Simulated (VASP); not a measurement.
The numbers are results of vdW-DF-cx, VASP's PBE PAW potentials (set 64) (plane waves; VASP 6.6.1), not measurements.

Input for VASP

INCAR:
```
AGGAC = 0.0
ALGO = Normal
EDIFF = 1E-6
EDIFFG = -0.02
ENCUT = 520
GGA = CX
IBRION = 2
ISIF = 3
ISMEAR = 0
LASPH = .True.
LCHARG = .False.
LMAXMIX = 4
LREAL = .False.
LUSE_VDW = .True.
LWAVE = .False.
NELM = 100
NSW = 60
PREC = Accurate
SIGMA = 0.05
SYSTEM = PbO2
```

KPOINTS:
```
Automatic mesh
0
Gamma
4 4 6
0 0 0
```

File POSCAR:
```
PbO2
1
    4.9936779014     0.0000000000     0.0000000000
    0.0000000000     4.9936779014     0.0000000000
    0.0000000000     0.0000000000     3.4168354435
Pb O
2 4
Direct
  1.0000000000   0.0000000000   0.0000000000
  0.5000000000   0.5000000000   0.5000000000
  0.3074101816   0.3074101816   1.0000000000
  0.8074101816   0.1925898184   0.5000000000
  0.1925898184   0.8074101816   0.5000000000
  0.6925898184   0.6925898184   0.0000000000
```

POTCAR, in this order: Pb_d O (PBE.64 set). Program: vasp_std.

The resulting files:

**OSZICAR**
```
       N       E                     dE             d eps       ncg     rms          rms(c)
DAV:   1     0.704479835499E+03    0.70448E+03   -0.26363E+04  1488   0.204E+03
DAV:   2     0.707920316890E+02   -0.63369E+03   -0.61134E+03  1642   0.553E+02
DAV:   3    -0.205632895146E+02   -0.91355E+02   -0.89133E+02  1884   0.230E+02
DAV:   4    -0.246915781532E+02   -0.41283E+01   -0.41142E+01  1854   0.519E+01
DAV:   5    -0.248480620683E+02   -0.15648E+00   -0.15645E+00  1969   0.953E+00    0.134E+01
DAV:   6    -0.195871565429E+02    0.52609E+01   -0.23673E+01  2285   0.553E+01    0.445E+00
DAV:   7    -0.195976495565E+02   -0.10493E-01   -0.16407E+00  1612   0.101E+01    0.270E+00
DAV:   8    -0.195895392669E+02    0.81103E-02   -0.49481E-01  2336   0.688E+00    0.120E+00
DAV:   9    -0.195594947736E+02    0.30044E-01   -0.12483E-01  2425   0.442E+00    0.128E-01
DAV:  10    -0.195612409771E+02   -0.17462E-02   -0.11190E-02  1649   0.609E-01    0.107E-01
DAV:  11    -0.195612134804E+02    0.27497E-04   -0.34491E-04  2289   0.173E-01    0.431E-02
DAV:  12    -0.195612023180E+02    0.11162E-04   -0.49869E-05  2216   0.545E-02    0.183E-02
DAV:  13    -0.195611979790E+02    0.43390E-05   -0.29915E-05  1942   0.611E-02    0.380E-03
DAV:  14    -0.195611986661E+02   -0.68717E-06   -0.34307E-06  1571   0.163E-02
   1 F= -.19561199E+02 E0= -.19561179E+02  d E =-.195612E+02
       N       E                     dE             d eps       ncg     rms          rms(c)
DAV:   1    -0.196848876381E+02   -0.12369E+00   -0.43377E+00  1862   0.328E+01    0.221E+00
DAV:   2    -0.195800109130E+02    0.10488E+00   -0.31878E-01  1928   0.721E+00    0.709E-01
DAV:   3    -0.195626198999E+02    0.17391E-01   -0.45910E-02  2031   0.492E+00    0.169E-01
DAV:   4    -0.195619445882E+02    0.67531E-03   -0.71972E-03  2338   0.130E+00    0.537E-02
DAV:   5    -0.195619699150E+02   -0.25327E-04   -0.85578E-04  2047   0.303E-01    0.190E-02
DAV:   6    -0.195619539182E+02    0.15997E-04   -0.74338E-05  1967   0.213E-01    0.704E-03
DAV:   7    -0.195619543406E+02   -0.42243E-06   -0.13889E-05  1848   0.312E-02    0.126E-03
DAV:   8    -0.195619544438E+02   -0.10323E-06   -0.27643E-07   968   0.498E-03
   2 F= -.19561954E+02 E0= -.19561931E+02  d E =-.755778E-03
       N       E                     dE             d eps       ncg     rms          rms(c)
DAV:   1    -0.195926065188E+02   -0.30652E-01   -0.96036E-01  1862   0.151E+01    0.105E+00
DAV:   2    -0.195687405523E+02    0.23866E-01   -0.71941E-02  1952   0.341E+00    0.338E-01
DAV:   3    -0.195648928237E+02    0.38477E-02   -0.10542E-02  2032   0.230E+00    0.789E-02
DAV:   4    -0.195647657886E+02    0.12704E-03   -0.15583E-03  2345   0.602E-01    0.254E-02
DAV:   5    -0.195647882503E+02   -0.22462E-04   -0.18106E-04  2048   0.138E-01    0.823E-03
DAV:   6    -0.195647855362E+02    0.27141E-05   -0.15800E-05  1869   0.101E-01    0.335E-03
DAV:   7    -0.195647847395E+02    0.79675E-06   -0.32794E-06  1334   0.148E-02
   3 F= -.19564785E+02 E0= -.19564763E+02  d E =-.358607E-02
```

### OUTCAR
```
------------------------ aborting loop because EDIFF is reached ----------------------------------------
  FORCE on cell =-STRESS in cart. coord.  units (eV):
  Direction    XX          YY          ZZ          XY          YZ          ZX
  --------------------------------------------------------------------------------------
  Total       -0.0542415     -0.0542415      0.0689065     -0.0000000      0.0000000      0.0000000
  in kB       -1.0106708     -1.0106708      1.2839222     -0.0000000      0.0000000      0.0000000
  external PRESSURE =      -0.2458065 kB  Pullay stress =       0.0000000 kB
  volume of cell :       85.99
      direct lattice vectors                 reciprocal lattice vectors
     5.005677727  0.000000000  0.000000000     0.199773149 -0.000000000  0.000000000
     0.000000000  5.005677727  0.000000000    -0.000000000  0.199773149  0.000000000
     0.000000000  0.000000000  3.431677523     0.000000000  0.000000000  0.291402672
 POSITION                                       TOTAL-FORCE (eV/Angst)
 -----------------------------------------------------------------------------------
      0.00000      0.00000      0.00000         0.000000      0.000000      0.000000
      2.50284      2.50284      1.71584         0.000000      0.000000      0.000000
      1.53826      1.53826      0.00000         0.004698      0.004698      0.000000
      4.04110      0.96458      1.71584         0.004698     -0.004698      0.000000
      0.96458      4.04110      1.71584        -0.004698      0.004698      0.000000
      3.46742      3.46742      0.00000        -0.004698     -0.004698     -0.000000
 -----------------------------------------------------------------------------------
    total drift:                                0.000000     -0.000000     -0.000000
  FREE ENERGIE OF THE ION-ELECTRON SYSTEM (eV)
  ---------------------------------------------------
  free  energy   TOTEN  =       -19.5647847395 eV

  energy  without entropy=      -19.5647420813  energy(sigma->0) =      -19.56476341

 reached required accuracy - stopping structural energy minimisation
```
(Selected blocks of OUTCAR.)

**CONTCAR**
```
PbO2
   1.00000000000000
     5.0056777269192425    0.0000000000000000    0.0000000000000000
     0.0000000000000000    5.0056777269192425    0.0000000000000000
     0.0000000000000000    0.0000000000000000    3.4316775231857819
  Pb              O
     2     4
Direct
     0.0000000000000000    0.0000000000000000    0.0000000000000000
     0.5000000000000000    0.5000000000000000    0.5000000000000000
     0.3073034000790320    0.3073034000790320    0.0000000000000000
     0.8073034000790320    0.1926965999209680    0.5000000000000000
     0.1926965999209680    0.8073034000790320    0.5000000000000000
     0.6926965999209680    0.6926965999209680    0.0000000000000000
```

The compound is PbO2 in the rutile structure. This run relaxes it. Symmetry was kept, so distortions that lower it aren't found. The start is the result of an earlier pass.
